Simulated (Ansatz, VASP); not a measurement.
**PtC in VASP and in Ansatz**

```
CELL_PARAMETERS angstrom
0.00000 2.24769 2.24769
2.24769 0.00000 2.24769
2.24769 2.24769 0.00000
ATOMIC_POSITIONS crystal
Pt 0.00000 0.00000 0.00000
C 0.50000 0.50000 0.50000
```

Change from the starting cell: volume scaled by 1.02.

Alike in both runs: task single point; functional PBE; k mesh 13 × 13 × 13; occupations fermi-dirac, width 0.03 eV; no spin polarisation.

|  | VASP | Ansatz |
| --- | --- | --- |
| version | VASP 6.6.1 | Ansatz 0.2.0 |
| potentials or method | VASP PAW PBE potentials, release 64 (Pt, C), cutoff 520 eV | all-electron LAPW, scalar-relativistic |

Ansatz gave:

| Property | Result |
| --- | --- |
| pressure (GPa) | -4.9 |

Q: What did VASP give for the same quantities?

A: Pressure (GPa): -5.0.

Ansatz ran all-electron here, so the differences hold the error of VASP's frozen core and of both bases.

The runs have no spin-orbit coupling, so splittings on Pt are missing.
